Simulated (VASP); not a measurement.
Write the native input for VASP 6.6.1 that does the following.

* Task: relaxation of cell and atoms
* Functional: PBE
* Potentials or basis: VASP PAW PBE potentials, release 64 (Be, Zn, Te)
* Cutoff: 520 eV
* k mesh: 4 × 4 × 2
* Occupations: gaussian, width 0.15 eV
* Spin: no spin polarisation
* Further INCAR settings: PREC = Normal; ALGO = Fast; EDIFF = 0.0001; IBRION = 2; EDIFFG = -0.08; NSW = 24; ISIF = 3

The structure of Be3ZnTe4 lies in POSCAR:

```
Be3ZnTe4
1.0
    4.7763768000      0.0000000000      0.0000000000
   -2.3881884000      4.1364636500      0.0000000000
    0.0000000000      0.0000000000      8.8905813200
Be Zn Te
3 1 4
Direct
    0.0000000000      0.0000000000      0.2879835400
    0.0000000000      0.0000000000      0.7120164600
    0.0000000000      0.0000000000      0.5000000000
    0.0000000000      0.0000000000      0.0000000000
    0.3333333300      0.6666666700      0.0000000000
    0.6666666700      0.3333333300      0.0000000000
    0.3333333300      0.6666666700      0.5000000000
    0.6666666700      0.3333333300      0.5000000000
```

The cell was built by a generator and needn't be a form met in nature.

The input as run:

INCAR

```
SYSTEM = Be3ZnTe4
  PREC = Normal
  ENCUT = 520
  EDIFF = 1E-4
  ISMEAR = 0
  SIGMA = 0.15
  LREAL = .FALSE.
  LASPH = .TRUE.
  NELM = 60
  ALGO = Fast
  ISIF = 3
  LWAVE = .FALSE.
  LCHARG = .FALSE.
  GGA = PE
  IBRION = 2
  NSW = 24
  EDIFFG = -0.08
  KPAR = 4
```

KPOINTS

```
regular mesh
0
G
  4 4 2
  0 0 0
```

Potentials or basis: VASP PAW PBE potentials, release 64 (Be, Zn, Te).

Run with:

```console
$ cat potpaw_PBE.64/Be/POTCAR potpaw_PBE.64/Zn/POTCAR potpaw_PBE.64/Te/POTCAR > POTCAR
$ mpirun -np 4 vasp_std > vasp.out
```

It gave:

```yaml
Relaxed_volume: 25.17 Å³/atom
Relaxed_cell: a = 5.191 Å, b = 5.191 Å, c = 8.629 Å, α = 90.00°, β = 90.00°, γ = 120.00°
Space_group_after_relaxing_to_0.05_Å: P6/mmm (No. 191)
Energy_gained_by_relaxing: 284.9 meV/atom
Ionic_steps: 14
Pressure_after_relaxing: 0.2 GPa
Largest_force_after_relaxing: 0.028 eV/Å
Band_gap_on_the_k_mesh: none (metal or under the smearing width)
```

Caveat: the k mesh is coarse (spacing up to 0.38 Å⁻¹), so the values aren't converged; the relaxation stopped at a loose force limit of 0.08 eV/Å, so its end isn't a converged minimum.

Wall time 50 s on 4 MPI ranks on AMD EPYC 9R14 (Zen 4), with other jobs on the host, peak memory 0.2 GiB a rank.
